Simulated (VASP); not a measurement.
An input for Ansatz (written as the equivalent of a VASP run, and not itself run):

Ansatz 0.2 input:
```yaml
crystal:
  lattice:
    - [0.0000000, 3.0002723, 3.0002723]
    - [3.0002723, 0.0000000, 3.0002723]
    - [3.0002723, 3.0002723, 0.0000000]
  atoms:
    - { symbol: Hg, position: [0.0000000, 0.0000000, 0.0000000] }
    - { symbol: S, position: [0.2500000, 0.2500000, 0.2500000] }
kpoints:
  mp_grid: { grid: [7, 7, 7] }
hamiltonian:
  xc: pbe
  pseudopotentials: { kind: paw }
scf:
  occupations: { method: gaussian, width: 0.05 }
  max_iter: 100
output: { forces: true, stress: true, eigenvalues: true }
```

### Question
Translate this input to VASP (INCAR, KPOINTS, POSCAR, choice of POTCAR).

### Answer
One answer among several that fit: 
**INCAR**
```
GGA = PE   ! PBE
SYSTEM = HgS
PREC = Accurate
LWAVE = .FALSE.
LCHARG = .TRUE.
SIGMA = 0.05   ! width (eV)
ENCUT = 520   ! plane-wave cut-off (eV)
NELM = 100   ! most electronic steps
LASPH = .TRUE.
EDIFF = 1E-6   ! SCF stop (eV)
LMAXMIX = 6
ALGO = Normal   ! blocked Davidson
LREAL = .FALSE.
ISMEAR = 0
```

**POSCAR**
```
HgS
1.0
  0.0000000000   3.0002722793   3.0002722793
  3.0002722793   0.0000000000   3.0002722793
  3.0002722793   3.0002722793   0.0000000000
Hg S
1 1
Cartesian
  0.0000000000   0.0000000000   0.0000000000
  1.5001361396   1.5001361396   1.5001361396
```

**KPOINTS**
```
Automatic mesh
0
Gamma
7 7 7
0 0 0
```

POTCAR, in this order: Hg S (PBE.64 set). Program: vasp_std.

The two are equivalent in intent, not identical: each code has its own PAW files, so the cut-off isn't converted (ENCUT is set for VASP's; basis.ecutwfc is left out, and Ansatz then takes the one that its files recommend); Ansatz stops its SCF on the density residual and VASP on the energy change (EDIFF).

The compound is HgS in the zinc blende structure, metacinnabar; cinnabar is the stable form. It was relaxed first, which changed the volume by +8 %.
